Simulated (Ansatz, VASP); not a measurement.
# Si9Ge55 (Si0.14Ge0.86, diamond-type random alloy): VASP beside Ansatz

Wanted: the spread between two codes on one cell, functional and k mesh. The cell is invented: As first built, before any earlier steps moved the atoms (in the runner's words): 2x2x2 conventional cells of the Ge type (64 atoms: 9 Si, 55 Ge); Ge/Si share their sites, one random draw; start lattice by linear mixing of the end members' cells; atoms moved at random by 0.02 A. It may not be a known or stable phase. The cell is taken from a series of runs on this material, whose earlier steps may have relaxed, scaled, displaced or heated it; both programs get it as it stands.

Method: plane waves, with VASP 6.6.1 beside it; single point at PBE, in Ansatz 0.2.0.

### 1. The structure

The cell holds 64 atoms: 9 Si and 55 Ge. Its edges and angles: a = 11.423 Å, b = 11.423 Å, c = 11.423 Å, α = 90.0°, β = 90.0°, γ = 90.0°. It derives from Ge (Ge type, space group 227), repeated 2×2×2. As first built, before any earlier steps moved the atoms (in the runner's words): 2x2x2 conventional cells of the Ge type (64 atoms: 9 Si, 55 Ge); Ge/Si share their sites, one random draw; start lattice by linear mixing of the end members' cells; atoms moved at random by 0.02 A.

### 2. Ansatz: single point, PBE

Ansatz runs on its default PAW (the set named soft_2) files.

With cell and atoms fixed, the geometry can't cause a difference; cores, projectors, grids and the points listed under the comparison can.

The input, input.yaml:

```yaml
crystal:
  lattice:
    - [11.42254, -0.0005, 0.00076]
    - [-0.0005, 11.42341, 7.0e-05]
    - [0.00076, 7.0e-05, 11.42333]
  atoms:
    - { symbol: Si, position: [0.12721, 0.37676, 0.62286] }
    - { symbol: Si, position: [0.37597, 0.37385, 0.87304] }
    - { symbol: Si, position: [0.12504, 0.87447, 0.62499] }
    - { symbol: Si, position: [0.24836, 0.49659, 0.50246] }
    - { symbol: Si, position: [0.87268, 0.37661, 0.37876] }
    - { symbol: Si, position: [0.62489, 0.37355, 0.6212] }
    - { symbol: Si, position: [0.50188, 0.25265, 0.50239] }
    - { symbol: Si, position: [0.62434, 0.12619, 0.87383] }
    - { symbol: Si, position: [0.7493, 0.49418, 0.50067] }
    - { symbol: Ge, position: [0.99955, 0.99988, 0.25003] }
    - { symbol: Ge, position: [0.12499, 0.37437, 0.12576] }
    - { symbol: Ge, position: [0.9997, 0.24916, 0.99934] }
    - { symbol: Ge, position: [0.124, 0.12547, 0.37637] }
    - { symbol: Ge, position: [0.25001, 0.99984, 0.9997] }
    - { symbol: Ge, position: [0.37498, 0.37438, 0.38108] }
    - { symbol: Ge, position: [0.25124, 0.24976, 0.25178] }
    - { symbol: Ge, position: [0.3756, 0.12556, 0.12406] }
    - { symbol: Ge, position: [0.00228, 0.99817, 0.74727] }
    - { symbol: Ge, position: [1.0e-05, 0.25534, 0.50071] }
    - { symbol: Ge, position: [0.12602, 0.12551, 0.87296] }
    - { symbol: Ge, position: [0.24875, 0.99891, 0.50297] }
    - { symbol: Ge, position: [0.25046, 0.2548, 0.74833] }
    - { symbol: Ge, position: [0.37765, 0.12848, 0.62408] }
    - { symbol: Ge, position: [0.99761, 0.49743, 0.25417] }
    - { symbol: Ge, position: [0.12498, 0.87403, 0.12537] }
    - { symbol: Ge, position: [0.99997, 0.7487, 0.99993] }
    - { symbol: Ge, position: [0.12686, 0.62098, 0.37881] }
    - { symbol: Ge, position: [0.25273, 0.49702, 0.99729] }
    - { symbol: Ge, position: [0.37469, 0.87408, 0.37575] }
    - { symbol: Ge, position: [0.24961, 0.74759, 0.2509] }
    - { symbol: Ge, position: [0.37533, 0.62334, 0.12506] }
    - { symbol: Ge, position: [0.00197, 0.49693, 0.74634] }
    - { symbol: Ge, position: [0.00195, 0.74999, 0.5024] }
    - { symbol: Ge, position: [0.12532, 0.62369, 0.87334] }
    - { symbol: Ge, position: [0.375, 0.87518, 0.87366] }
    - { symbol: Ge, position: [0.2483, 0.75111, 0.74707] }
    - { symbol: Ge, position: [0.37197, 0.62084, 0.62349] }
    - { symbol: Ge, position: [0.49996, 0.00117, 0.25108] }
    - { symbol: Ge, position: [0.62463, 0.37386, 0.12476] }
    - { symbol: Ge, position: [0.49995, 0.24963, 0.99521] }
    - { symbol: Ge, position: [0.62299, 0.1285, 0.37813] }
    - { symbol: Ge, position: [0.7476, 0.00288, 0.9973] }
    - { symbol: Ge, position: [0.7515, 0.25257, 0.25375] }
    - { symbol: Ge, position: [0.87383, 0.12565, 0.12566] }
    - { symbol: Ge, position: [0.50194, 0.00283, 0.75159] }
    - { symbol: Ge, position: [0.74969, 0.00048, 0.5001] }
    - { symbol: Ge, position: [0.87439, 0.37372, 0.87289] }
    - { symbol: Ge, position: [0.74518, 0.24963, 0.74851] }
    - { symbol: Ge, position: [0.8754, 0.12608, 0.62496] }
    - { symbol: Ge, position: [0.49963, 0.49837, 0.25201] }
    - { symbol: Ge, position: [0.62496, 0.87526, 0.12501] }
    - { symbol: Ge, position: [0.49967, 0.74914, 0.99937] }
    - { symbol: Ge, position: [0.62782, 0.62064, 0.37796] }
    - { symbol: Ge, position: [0.75032, 0.49935, 0.99967] }
    - { symbol: Ge, position: [0.87564, 0.87441, 0.3758] }
    - { symbol: Ge, position: [0.7502, 0.7488, 0.25109] }
    - { symbol: Ge, position: [0.87533, 0.62373, 0.12609] }
    - { symbol: Ge, position: [0.49991, 0.49449, 0.74761] }
    - { symbol: Ge, position: [0.62462, 0.87466, 0.62568] }
    - { symbol: Ge, position: [0.49989, 0.74728, 0.50067] }
    - { symbol: Ge, position: [0.62395, 0.62269, 0.87362] }
    - { symbol: Ge, position: [0.87494, 0.87477, 0.87396] }
    - { symbol: Ge, position: [0.75, 0.74766, 0.74899] }
    - { symbol: Ge, position: [0.87302, 0.62042, 0.62214] }
kpoints:
  mp_grid: { grid: [2, 2, 2] }
hamiltonian:
  xc: pbe
scf:
  occupations: { method: fermi_dirac, width: 0.01 }
output:
  forces: true
  stress: true
  eigenvalues: true
```

Launch:

```console
> ansatz run input.yaml --threads 32 --pin off --max-ram 143360MiB --backend cuda --events-out ev --progress --plain --runs-dir out
```

What it wrote:

```text
Engine: ansatz 0.2.0, aarch64-unknown-linux-gnu
Pseudopotentials: kind: paw
Pseudopotential: Si, paw, valence charge 4, recommended cutoff 420 eV (normal), Si.paw.azcp
Pseudopotential: Ge, paw, valence charge 14, recommended cutoff 420 eV (normal), Ge.paw.azcp
device memory: the entry about to start is reckoned to put 38.2 GiB on a device that reports 182.5 GiB free
GPU FFT provider: cuFFT
GPU libraries: cuBLAS 13.8.1, cuFFT 12.4.0, cuSOLVER 12.3.2
GPU matrix products: emulated (plane waves: as basis.precision tells), large ones in fixed point in workspaces of 1.00 GiB
Crystal: 64 atoms, lattice volume = 1490.566 Å³
Basis set: ecut = 420 eV, 29039 PW (Γ), exchange–correlation on 160×160×160 points (8 copies of the dense FFT grid, shifted against one another)
Bands: 484, of which v1, the nominal top of the filled ones, is band 403 counted from 1 (402 counted from 0)
k-points: 8
GPU buffer pool allocated for 512000 grid points (all kernels)
GPU transforms: local potential and band sums: pruned to the plane-wave sphere, on 80×80×80
automatic band count: iteration 4 solves 467 bands in place of 484: the levels show a gap, and the empty bands left out lie too high to hold charge; the band table lists the bands solved (type scf.n_extra_bands for more)
SCF converged after 8 iterations
Free energy (F): -241945.447983 eV
Internal energy: -241945.445515 eV  (E = F + TS)
E sigma→0 (E₀):  -241945.446749 eV
Entropy (-TS):   -0.002469 eV (-0.039 meV/atom)
Fermi energy:    7.741353 eV
--- Forces (eV/Å), atoms counted from 1 ---
  max |Σ_I F_I| component: 2.94e-6 eV/Å
--- Stress (GPa, compression-positive) ---
       -0.017989      -0.004724      -0.002868
       -0.004724      -0.010732      -0.001330
       -0.002868      -0.001330      -0.011165
  P = ⅓ Tr σ = -0.0133 GPa (-0.133 kbar)
--- Band table (eV; the first three rows and the last of 8) ---
```

The run ends at a pressure of -0.01 GPa, with forces up to 0.0089 eV/Å.

### 3. VASP: single point, PBE

The same cell, functional, mesh and smearing now go to VASP, with its own data sets.

Lines of VASP's logs that name or quote its potential files are left out, and so is its time.

The input, INCAR:

```
SYSTEM = Si9Ge55
PREC = Accurate
ENCUT = 410
EDIFF = 1E-06
NELM = 120
ISMEAR = -1
SIGMA = 0.01
LREAL = Auto
ALGO = Normal
GGA = PE
NBANDS = 472
LORBIT = 11
LWAVE = .FALSE.
LCHARG = .FALSE.
ISIF = 2
LASPH = .TRUE.
GGA_COMPAT = .FALSE.
KPAR = 8
```

The input, POSCAR:

```
Si9Ge55
1.0
   11.4225400000     -0.0005000000      0.0007600000
   -0.0005000000     11.4234100000      0.0000700000
    0.0007600000      0.0000700000     11.4233300000
Si Ge
9 55
Direct
    0.1272100000      0.3767600000      0.6228600000
    0.3759700000      0.3738500000      0.8730400000
    0.1250400000      0.8744700000      0.6249900000
    0.2483600000      0.4965900000      0.5024600000
    0.8726800000      0.3766100000      0.3787600000
    0.6248900000      0.3735500000      0.6212000000
    0.5018800000      0.2526500000      0.5023900000
    0.6243400000      0.1261900000      0.8738300000
    0.7493000000      0.4941800000      0.5006700000
    0.9995500000      0.9998800000      0.2500300000
    0.1249900000      0.3743700000      0.1257600000
    0.9997000000      0.2491600000      0.9993400000
    0.1240000000      0.1254700000      0.3763700000
    0.2500100000      0.9998400000      0.9997000000
    0.3749800000      0.3743800000      0.3810800000
    0.2512400000      0.2497600000      0.2517800000
    0.3756000000      0.1255600000      0.1240600000
    0.0022800000      0.9981700000      0.7472700000
    0.0000100000      0.2553400000      0.5007100000
    0.1260200000      0.1255100000      0.8729600000
    0.2487500000      0.9989100000      0.5029700000
    0.2504600000      0.2548000000      0.7483300000
    0.3776500000      0.1284800000      0.6240800000
    0.9976100000      0.4974300000      0.2541700000
    0.1249800000      0.8740300000      0.1253700000
    0.9999700000      0.7487000000      0.9999300000
    0.1268600000      0.6209800000      0.3788100000
    0.2527300000      0.4970200000      0.9972900000
    0.3746900000      0.8740800000      0.3757500000
    0.2496100000      0.7475900000      0.2509000000
    0.3753300000      0.6233400000      0.1250600000
    0.0019700000      0.4969300000      0.7463400000
    0.0019500000      0.7499900000      0.5024000000
    0.1253200000      0.6236900000      0.8733400000
    0.3750000000      0.8751800000      0.8736600000
    0.2483000000      0.7511100000      0.7470700000
    0.3719700000      0.6208400000      0.6234900000
    0.4999600000      0.0011700000      0.2510800000
    0.6246300000      0.3738600000      0.1247600000
    0.4999500000      0.2496300000      0.9952100000
    0.6229900000      0.1285000000      0.3781300000
    0.7476000000      0.0028800000      0.9973000000
    0.7515000000      0.2525700000      0.2537500000
    0.8738300000      0.1256500000      0.1256600000
    0.5019400000      0.0028300000      0.7515900000
    0.7496900000      0.0004800000      0.5001000000
    0.8743900000      0.3737200000      0.8728900000
    0.7451800000      0.2496300000      0.7485100000
    0.8754000000      0.1260800000      0.6249600000
    0.4996300000      0.4983700000      0.2520100000
    0.6249600000      0.8752600000      0.1250100000
    0.4996700000      0.7491400000      0.9993700000
    0.6278200000      0.6206400000      0.3779600000
    0.7503200000      0.4993500000      0.9996700000
    0.8756400000      0.8744100000      0.3758000000
    0.7502000000      0.7488000000      0.2510900000
    0.8753300000      0.6237300000      0.1260900000
    0.4999100000      0.4944900000      0.7476100000
    0.6246200000      0.8746600000      0.6256800000
    0.4998900000      0.7472800000      0.5006700000
    0.6239500000      0.6226900000      0.8736200000
    0.8749400000      0.8747700000      0.8739600000
    0.7500000000      0.7476600000      0.7489900000
    0.8730200000      0.6204200000      0.6221400000
```

The input, KPOINTS:

```
Automatic mesh
0
Gamma
2 2 2
0 0 0
```

PAW data sets: Si and Ge_d (PBE family, release 64).

Launch:

```console
> mpirun -np 8 vasp_std
```

What it wrote:

```text
[banner, memory and clock lines left out]
running    8 mpi-ranks, on    1 nodes
[...]
|                                                                             |
|           W    W    AA    RRRRR   N    N  II  N    N   GGGG   !!!           |
|           W    W   A  A   R    R  NN   N  II  NN   N  G    G  !!!           |
|           W    W  A    A  R    R  N N  N  II  N N  N  G       !!!           |
|           W WW W  AAAAAA  RRRRR   N  N N  II  N  N N  G  GGG   !            |
|           WW  WW  A    A  R   R   N   NN  II  N   NN  G    G                |
|           W    W  A    A  R    R  N    N  II  N    N   GGGG   !!!           |
|                                                                             |
|     For optimal performance we recommend to set                             |
|       NCORE = 2 up to number-of-cores-per-socket                            |
|     NCORE specifies how many cores store one orbital (NPAR=cpu/NCORE).      |
|     This setting can greatly improve the performance of VASP for DFT.       |
|     The default, NCORE=1 might be grossly inefficient on modern             |
|     multi-core architectures or massively parallel machines. Do your        |
|     Unfortunately you need to use the default for GW and RPA                |
|     calculations (for HF NCORE is supported but not extensively tested      |
|     yet).                                                                   |
|                                                                             |

 LDA part: xc-table for (Slater+PW92), standard interpolation
 POSCAR, INCAR and KPOINTS ok, starting setup
[...]
entering main loop
       N       E                     dE             d eps       ncg     rms          rms(c)
DAV:   1     0.134260571437E+05    0.13426E+05   -0.26755E+05  7896   0.396E+03
DAV:   2     0.274676626672E+04   -0.10679E+05   -0.10396E+05  7552   0.947E+02
DAV:   3     0.138640248548E+03   -0.26081E+04   -0.24557E+04  7856   0.273E+02
DAV:   4    -0.271099313623E+03   -0.40974E+03   -0.39085E+03  8576   0.109E+02
[...]
DAV:  15    -0.296410385346E+03   -0.13487E-04   -0.11336E-04  7992   0.495E-02    0.560E-03
DAV:  16    -0.296410388083E+03   -0.27372E-05   -0.33582E-05  6888   0.375E-02    0.419E-03
DAV:  17    -0.296410387992E+03    0.90862E-07   -0.23930E-06  5328   0.504E-02
   1 F= -.29641039E+03 E0= -.29640929E+03  d E =-.219312E-02
```

OUTCAR, selected parts (step 3):

```text
  Total       -3.1660270     -3.0895598     -3.0879558     -0.0350058     -0.0134493     -0.0338112
  in kB       -3.4030946     -3.3209017     -3.3191776     -0.0376270     -0.0144564     -0.0363430
  external PRESSURE =      -3.3477246 kB  Pullay stress =       0.0000000 kB

 POSITION                                       TOTAL-FORCE (eV/Angst)
 -----------------------------------------------------------------------------------
      1.45335      4.30386      7.11526        -0.000085      0.005281      0.001003
      4.29501      4.27051      9.97334         0.001538     -0.002233      0.000923
      1.42831      9.98941      7.13962        -0.004161     -0.001245      0.004892
      2.83704      5.67266      5.73999         0.001165      0.004226     -0.001285
      9.96832      4.30176      4.32739         0.001900     -0.002320     -0.003857
      7.13812      4.26695      7.09667        -0.003082     -0.006551      0.004333
      5.73300      2.88591      5.73937         0.000362     -0.000161     -0.002108
      7.13215      1.44127      9.98253        -0.001771     -0.002433     -0.001196
      8.55904      5.64488      5.71992        -0.001465     -0.001741     -0.005307
     11.41709     11.42156      2.85700         0.000770      0.000581     -0.000138
      1.42761      4.27653      1.43672        -0.002576     -0.005633      0.004923
     11.41975      2.84583     11.41657        -0.003227     -0.003444      0.000231
      1.41662      1.43326      4.29950        -0.003910      0.002946     -0.003468
      2.85601     11.42153     11.42016         0.002269     -0.000390      0.000384
[...]
-----------------------------------------------------------------------------------
    total drift:                               -0.004285     -0.022988      0.005413

  FREE ENERGIE OF THE ION-ELECTRON SYSTEM (eV)
  ---------------------------------------------------
  free  energy   TOTEN  =      -296.4103879920 eV

  energy  without entropy=     -296.4081948741  energy(sigma->0) =     -296.40929143

[... 2 further parts left out ...]
```

The run ends at a pressure of -0.33 GPa, with forces up to 0.011 eV/Å.

### 4. Differences

Known differences besides the potentials themselves: the cutoff is 420 eV in Ansatz and 410 eV in VASP (PREC = Accurate, projectors in real space). Total energies have different zeros and are not compared.

Compared:

```csv
quantity,Ansatz,VASP,difference
gap on the k mesh (eV),0.044,0.048,-0.004
```

At this near-relaxed geometry the largest component of a force difference is 4 meV/Å. A gap on the mesh is an upper bound, since the band edges may lie between its points.

### 5. Summary of results

```json
{
  "difference in gap on the k mesh (single point, PBE)": "-0.0037 eV"
}
```

**Reading.** The difference in gap on the k mesh is -0.0037 eV (single point, PBE), within the 0.08 eV picked in this series as the mark of a large difference. Such differences can come from data sets, numerical settings and the points named under the comparisons, not from the functional's error against experiment.

[Lines on the potential files, build, host, timing and source positions are cut from VASP's logs without a mark.]

[Logs are printed without paths, hosts, clocks, repeated set-up lines and the standing remarks that a program may print on its own settings, such as how far it seeks lower states.]

[Hosts, paths, dates, database ids (printed as entryN), source tags and the programs' standing remarks are cut or masked in the printed files.]
